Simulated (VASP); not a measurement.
**CaB2 under changes of volume**

One of the cells (12.467 Å³/atom); the others are scaled copies at fixed shape and fractional positions:

```
CELL_PARAMETERS angstrom
3.24780 0.00000 0.00000
-1.62390 2.81268 0.00000
0.00000 0.00000 4.09433
ATOMIC_POSITIONS crystal
Ca 0.00000 0.00000 0.00000
B 0.66667 0.33333 0.50000
B 0.33333 0.66667 0.50000
```

The cell comes from a database or a generator and needn't be the stable form of this composition.

- Program: VASP 6.6.1
- Functional: PBE
- Potentials or basis: VASP PAW PBE potentials, release 64 (Ca_sv, B)
- Cutoff: 520 eV
- k mesh: 9 × 9 × 7
- Occupations: fermi-dirac, width 0.05 eV
- Spin: no spin polarisation

```csv
volume (Å³/atom),energy over the lowest point (meV/atom),pressure (GPa)
11.489,16.56,8.3
11.734,6.13,5.2
11.978,0.15,2.4
12.467,0.00,-2.4
12.712,5.12,-4.5
12.956,?,?
```

What does the run at 12.956 Å³/atom give?

Energy over the lowest point 13.32 meV/atom; pressure -6.4 GPa.

Worked out: A Birch-Murnaghan fit of order 3 (a polynomial in V^(-2/3)) to the other rows has its minimum at 12.22 Å³/atom with B0 = V·E''(V) = 121 GPa and B' = 3.7 at fixed shape and positions, which overstates the stiffness. It gives 13.28 meV/atom at 12.956 Å³/atom, against the run's 13.32, and -dE/dV = -6.3 GPa, against -6.4.

Energies are extrapolated to zero smearing.
